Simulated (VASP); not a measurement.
# LaZn2Re2 (I4/mmm) in VASP: single point with r2SCAN

Aim: the single point of LaZn2Re2 with r2SCAN.

Program: VASP 6.6.1. These are calculated values, not measurements. Logs are shortened: lines on timing, memory, paths and dates and some standing lists are left out, and cuts for length are marked.

### 1 Starting point

It takes space group I4/mmm (No. 139, tetragonal). Conventional cell: a = 3.843 Å, b = 3.843 Å, c = 12.356 Å, α = 90.00°, β = 90.00°, γ = 90.00°. Re (site symmetry -4m2) has 4 Zn at 2.63 Å and 4 Re at 2.72 Å as nearest neighbours. Around La (site symmetry 4/mmm) lie 8 Zn at 3.01 Å. Around Zn (site symmetry 4mm) lie 1 Zn at 2.59 Å and 4 Re at 2.63 Å.

The cell was built by a generator and needn't be a form met in nature.

### 2 Single point, r2SCAN

Input file POSCAR:

```
LaZn2Re2
1.0
    0.0000000000      3.8427389106      0.0000000000
    3.8427389106      0.0000000000      0.0000000000
    1.9213694553      1.9213694553     -6.1782333196
Re La Zn
2 1 2
Direct
    0.7500000000      0.2500000000      0.5000000000
    0.2500000000      0.7500000000      0.5000000000
    0.0000000000      0.0000000000      0.0000000000
    0.3951416496      0.3951416496      0.2097167008
    0.6048583504      0.6048583504      0.7902832992
```

Input file INCAR.step1:

```
SYSTEM = LaZn2Re2
  PREC = Accurate
  ENCUT = 520
  ISMEAR = -1
  SIGMA = 0.1
  LREAL = .False.
  LASPH = .True.
  NELM = 100
  NBANDS = 32
  GGA = PE
  ALGO = Normal
  EDIFF = 1E-4
  LWAVE = .True.
  LCHARG = .False.
```

Input file INCAR.step2:

```
SYSTEM = LaZn2Re2
  PREC = Accurate
  ENCUT = 520
  EDIFF = 1E-7
  ISMEAR = -1
  SIGMA = 0.1
  LREAL = .False.
  LASPH = .True.
  NELM = 100
  ALGO = Normal
  ISIF = 2
  LWAVE = .False.
  LCHARG = .False.
  METAGGA = R2SCAN
  LMIXTAU = .True.
  NBANDS = 32
  ISTART = 1
```

Input file KPOINTS:

```
Automatic mesh
0
Gamma
  5 5 5
  0 0 0
```

Potentials or basis: VASP PAW PBE potentials, release 64 (Re, La, Zn).

On the command line:

```console
$ cat potpaw_PBE.64/Re/POTCAR potpaw_PBE.64/La/POTCAR potpaw_PBE.64/Zn/POTCAR > POTCAR
$ cp INCAR.step1 INCAR
$ mpirun -np 1 vasp_std > vasp.out
$ cp INCAR.step2 INCAR
$ mpirun -np 1 vasp_std > vasp.out
```

OUTCAR:

```text
SYSTEM = LaZn2Re2
   PREC = Accurate
   ENCUT = 520
   EDIFF = 1E-7
   ISMEAR = -1
   LREAL = .False.
   LASPH = .True.
   NELM = 100
   ISIF = 2
   METAGGA = R2SCAN
   ISTART = 1

 ion  position               nearest neighbor table
   1  0.750  0.250  0.500-   4 2.63   5 2.63   5 2.63   4 2.63   2 2.72   2 2.72   2 2.72   2 2.72

   2  0.250  0.750  0.500-   4 2.63   5 2.63   5 2.63   4 2.63   1 2.72   1 2.72   1 2.72   1 2.72

   3  0.000  0.000  0.000-   5 3.01   5 3.01   5 3.01   4 3.01   5 3.01   4 3.01   4 3.01   4 3.01

   4  0.395  0.395  0.210-   5 2.59   2 2.63   1 2.63   2 2.63   1 2.63   3 3.01   3 3.01   3 3.01
                             3 3.01
   5  0.605  0.605  0.790-   4 2.59   1 2.63   2 2.63   2 2.63   1 2.63   3 3.01   3 3.01   3 3.01
                             3 3.01

  LATTYP: Found a body centered tetragonal cell.
 ALAT       =     3.8427389106
 C/A-ratio  =     3.2155363470

  Lattice vectors:

 A1 = (  -1.9213694553,   1.9213694553,   6.1782333196)
 A2 = (   1.9213694553,  -1.9213694553,   6.1782333196)
 A3 = (   1.9213694553,   1.9213694553,  -6.1782333196)

Analysis of symmetry for initial positions (statically):
=====================================================================
 Subroutine PRICEL returns:
 Original cell was already a primitive cell.

 Routine SETGRP: Setting up the symmetry group for a
 body centered tetragonal supercell.

 Subroutine GETGRP returns: Found 16 space group operations
 (whereof 16 operations were pure point group operations)
 out of a pool of 16 trial point group operations.

The static configuration has the point symmetry D_4h.

Analysis of symmetry for dynamics (positions and initial velocities):
=====================================================================
 Subroutine PRICEL returns:
 Original cell was already a primitive cell.

 Routine SETGRP: Setting up the symmetry group for a
 body centered tetragonal supercell.

 Subroutine GETGRP returns: Found 16 space group operations
 (whereof 16 operations were pure point group operations)
 out of a pool of 16 trial point group operations.

The dynamic configuration has the point symmetry D_4h.

 Subroutine INISYM returns: Found 16 space group operations
 (whereof 16 operations are pure point group operations),
 and found     1 'primitive' translations

----------------------------------------------------------------------------------------

                                     Primitive cell

  volume of cell :      91.2318

  direct lattice vectors                    reciprocal lattice vectors
     0.000000000  3.842738911  0.000000000     0.000000000  0.260231055  0.080929284
     3.842738911  0.000000000  0.000000000     0.260231055  0.000000000  0.080929284
     1.921369455  1.921369455 -6.178233320     0.000000000  0.000000000 -0.161858568

  length of vectors
     3.842738911  3.842738911  6.749362053     0.272524771  0.272524771  0.161858568

  position of ions in fractional coordinates (direct lattice)
     0.750000000  0.250000000  0.500000000
     0.250000000  0.750000000  0.500000000
     0.000000000  0.000000000  0.000000000
     0.395141650  0.395141650  0.209716701
     0.604858350  0.604858350  0.790283299

  ion indices of the primitive-cell ions
   primitive index   ion index
                 1           1
                 2           2
                 3           3
                 4           4
                 5           5

----------------------------------------------------------------------------------------

 KPOINTS: Automatic mesh

Automatic generation of k-mesh.
 Grid dimensions read from file:
 generate k-points for:    5    5    5

 Generating k-lattice:

  Cartesian coordinates                     Fractional coordinates (reciprocal lattice)
     0.000000000  0.052046211  0.016185857     0.200000000  0.000000000 -0.000000000
     0.052046211  0.000000000  0.016185857     0.000000000  0.200000000 -0.000000000
     0.000000000  0.000000000 -0.032371714     0.000000000  0.000000000  0.200000000

  Length of vectors
     0.054504954  0.054504954  0.032371714

  Shift w.r.t. Gamma in fractional coordinates (k-lattice)
     0.000000000  0.000000000  0.000000000

 Subroutine IBZKPT returns following result:
 ===========================================

 Found     18 irreducible k-points:

 Following reciprocal coordinates:
            Coordinates               Weight
  0.000000  0.000000  0.000000      1.000000
  0.200000  0.000000  0.000000      8.000000
  0.400000  0.000000  0.000000      8.000000
  0.200000  0.200000  0.000000      8.000000
  0.400000  0.200000  0.000000     16.000000
 -0.400000  0.200000 -0.000000     16.000000
[... 10 lines left out ...]
  0.000000  0.000000  0.400000      2.000000
 -0.200000  0.000000  0.400000      4.000000
   k-points           NKPTS =     18   k-points in BZ     NKDIM =     18   number of bands    NBANDS=     32
   number of dos      NEDOS =    301   number of ions     NIONS =      5
   total plane-waves  NPLWV =  45000
   dimension x,y,z NGX =    30 NGY =   30 NGZ =   50
   dimension x,y,z NGXF=    60 NGYF=   60 NGZF=  100
   ions per type =               2   1   2
   NGX,Y,Z   is equivalent  to a cutoff of  12.98, 12.98, 12.32 a.u.
   NGXF,Y,Z  is equivalent  to a cutoff of  25.96, 25.96, 24.63 a.u.
 SYSTEM =  LaZn2Re2
   PREC   = accura    normal or accurate (medium, high low for compatibility)
   ISTART =      1    job   : 0-new  1-cont  2-samecut
   ICHARG =      0    charge: 1-file 2-atom 10-const
   ISPIN  =      1    spin polarized calculation?
   LNONCOLLINEAR =      F non collinear calculations
   LSORBIT =      F    spin-orbit coupling
   LASPH  =      T    aspherical Exc in radial PAW
   ENCUT  =  520.0 eV  38.22 Ry    6.18 a.u.   7.14  7.14 12.55*2*pi/ulx,y,z
   NELM   =    100;   NELMIN=  2; NELMDL=  0     # of ELM steps
   EDIFF  = 0.1E-06   stopping-criterion for ELM
   LREAL  =      F    real-space projection
   EDIFFG = 0.1E-05   stopping-criterion for IOM
   NSW    =      0    number of steps for IOM
   IBRION =     -1    ionic relax: 0-MD 1-quasi-New 2-CG
   NFREE  =      0    steps in history (QN), initial steepest desc. (CG)
   ISIF   =      2    stress and relaxation
   ISYM   =      2    0-nonsym 1-usesym 2-fastsym
   POTIM  = 0.5000    time-step for ionic-motion
   TEBEG  =    0.0;   TEEND  =   0.0 temperature during run
   PSTRESS=    0.0 pullay stress
   NELECT =      49.0000    total number of electrons
   NUPDOWN=      -1.0000    fix difference up-down
   EMIN   =  10.00;   EMAX   =-10.00  energy-range for DOS
   EFERMI =   0.00;   METHOD = LEGACY
   ISMEAR =    -1;   SIGMA  =   0.10  broadening in eV -4-tet -1-fermi 0-gaus
   EFERMI_NEDOS =   21; number of points for ismear=-14 and -15
   IALGO  =     38    algorithm
   IMIX   =      4    mixing-type and parameters
     AMIX     =   0.40;   BMIX     =  1.00
     AMIX_MAG =   1.60;   BMIX_MAG =  1.00
  volume/ion in A,a.u.               =      18.25       123.13
  Fermi-wavevector in a.u.,A,eV,Ry     =   1.330735  2.514724 24.093945  1.770855
  Thomas-Fermi vector in A             =   2.459799
   LORBIT       =      0    0 simple, 1 ext, 2 COOP (PROOUT), +10 PAW based schemes
   METAGGA = R2SCAN    functional components
   LHFCALC =     F    Hartree Fock is set to
   AEXX    =    0.0000 exact exchange contribution
   IVDW    =     0    specifies the selected vdW correction
   LEPSILON=     F    determine dielectric tensor
   LRPA    =     F    only Hartree local field effects (RPA)
 non-spin polarized calculation
  energy-cutoff  :      520.00
  volume of cell :       91.23
 maximum number of plane-waves:      2477
 NGX is ok and might be reduce to    30
   NGX = 15   NGY = 15   NGZ = 25

 number of electron      49.0000012 magnetization

 Free energy of the ion-electron system (eV)
  ---------------------------------------------------
  ext. energy  EPLUGINS =         0.00000000
  ---------------------------------------------------
  free energy    TOTEN  =      -152.07242008 eV

  energy without entropy =     -151.98959192  energy(sigma->0) =     -152.03100600

 E-fermi :   6.5603     XC(G=0): -12.8133

 val. band max:        6.5543639347   @ k =   0.4000   0.0000   0.0000
 cond. band min:       6.5660504447   @ k =   0.4000   0.0000   0.2000
 fundamental gap:      0.0116865100
 Fermi energy:         6.5602704067

 k-point     1 :       0.0000    0.0000    0.0000
  band No.  band energies     occupation
      1     -26.8574      2.00000
      2     -10.2222      2.00000
      3     -10.0306      2.00000
      4     -10.0305      2.00000
      5      -2.5612      2.00000
      6      -1.1807      2.00000
[... 24 lines left out ...]
     31       9.3800      0.00000
     32       9.6749      0.00000

 k-point     2 :       0.2000    0.0000    0.0000
  band No.  band energies     occupation
      1     -26.8366      2.00000
      2     -10.3220      2.00000
      3     -10.1827      2.00000
      4     -10.0043      2.00000
      5      -1.9840      2.00000
      6      -1.2363      2.00000
[... 24 lines left out ...]
     31       9.1038      0.00000
     32       9.6085      0.00000

 k-point     3 :       0.4000    0.0000    0.0000
  band No.  band energies     occupation
      1     -26.8026      2.00000
      2     -10.7476      2.00000
      3     -10.1148      2.00000
      4      -9.9612      2.00000
      5      -1.3562      2.00000
      6      -1.2497      2.00000
[... 24 lines left out ...]
     31       9.1963      0.00000
     32       9.4207      0.00000

 k-point     4 :       0.2000    0.2000    0.0000
  band No.  band energies     occupation
      1     -26.8163      2.00000
      2     -10.3097      2.00000
      3     -10.2525      2.00000
      4     -10.1512      2.00000
      5      -1.6292      2.00000
      6      -1.2680      2.00000
[... 24 lines left out ...]
     31       9.3964      0.00000
     32       9.5504      0.00000

 k-point     5 :       0.4000    0.2000    0.0000
  band No.  band energies     occupation
      1     -26.7833      2.00000
      2     -10.6906      2.00000
      3     -10.2146      2.00000
      4     -10.0878      2.00000
      5      -1.3481      2.00000
      6      -1.2245      2.00000
[... 374 lines left out ...]
     31       9.2818      0.00000
     32       9.3968      0.00000

 k-point    16 :      -0.2000   -0.2000    0.2000
  band No.  band energies     occupation
      1     -26.8160      2.00000
      2     -10.3050      2.00000
      3     -10.2537      2.00000
      4     -10.1669      2.00000
      5      -1.4270      2.00000
      6      -1.2563      2.00000
[... 24 lines left out ...]
     31       9.2898      0.00000
     32       9.4168      0.00000

 k-point    17 :       0.0000    0.0000    0.4000
  band No.  band energies     occupation
      1     -26.8567      2.00000
      2     -10.2663      2.00000
      3     -10.0289      2.00000
      4     -10.0289      2.00000
      5      -1.9762      2.00000
      6      -1.4374      2.00000
[... 24 lines left out ...]
     31       9.5208      0.00000
     32       9.5208      0.00000

 k-point    18 :      -0.2000    0.0000    0.4000
  band No.  band energies     occupation
      1     -26.8360      2.00000
      2     -10.3184      2.00000
      3     -10.2162      2.00000
      4     -10.0028      2.00000
      5      -1.4520      2.00000
      6      -1.4176      2.00000
[... 24 lines left out ...]
     31       9.2587      0.00000
     32       9.3394      0.00000

------------------------ aborting loop because EDIFF is reached ----------------------------------------

  FORCE on cell =-STRESS in cart. coord.  units (eV):
  Direction    XX          YY          ZZ          XY          YZ          ZX
  --------------------------------------------------------------------------------------
  -------------------------------------------------------------------------------------
  Total       -0.0622511     -0.0622511      0.0904456      0.0000000     -0.0000000      0.0000000
  in kB       -1.0932300     -1.0932300      1.5883710      0.0000000     -0.0000000      0.0000000
  external PRESSURE =      -0.1993630 kB  Pullay stress =       0.0000000 kB

 VOLUME and BASIS-vectors are now :
 -----------------------------------------------------------------------------
  energy-cutoff  :      520.00
  volume of cell :       91.23
      direct lattice vectors                 reciprocal lattice vectors
     0.000000000  3.842738911  0.000000000     0.000000000  0.260231055  0.080929284
     3.842738911  0.000000000  0.000000000     0.260231055  0.000000000  0.080929284
     1.921369455  1.921369455 -6.178233320     0.000000000  0.000000000 -0.161858568

 POSITION                                       TOTAL-FORCE (eV/Angst)
 -----------------------------------------------------------------------------------
      1.92137      3.84274     -3.08912        -0.000000      0.000000      0.000000
      3.84274      1.92137     -3.08912        -0.000000      0.000000      0.000000
      0.00000      0.00000      0.00000        -0.000000      0.000000      0.000000
      1.92137      1.92137     -1.29568         0.000000     -0.000000      0.008111
      3.84274      3.84274     -4.88255        -0.000000      0.000000     -0.008111
 -----------------------------------------------------------------------------------
    total drift:                               -0.000000     -0.000000     -0.000000

  FREE ENERGIE OF THE ION-ELECTRON SYSTEM (eV)
  ---------------------------------------------------
  free  energy   TOTEN  =      -152.0724200762 eV

  energy  without entropy=     -151.9895919211  energy(sigma->0) =     -152.03100600
```

Wall time 6 min (1 thread of AMD EPYC 7R13 (Zen 3), shared host); peak memory 0.22 GiB.

Results:

```
Free energy            : -152.0724 eV
Pressure               : 0.0 GPa
Largest force          : 0.008 eV/Å
Band gap on the k mesh : none (metal or under the smearing width)
```

Forces on the atoms (eV/Å):
```
Re   0.000  0.000  0.000
Re   0.000  0.000  0.000
La   0.000  0.000  0.000
Zn   0.000  0.000  0.008
Zn   0.000  0.000 -0.008
```

Caveat: the PAW data sets were made with another functional, which shifts forces and pressure a little. The run has no spin-orbit coupling, so splittings on La, Re are missing.
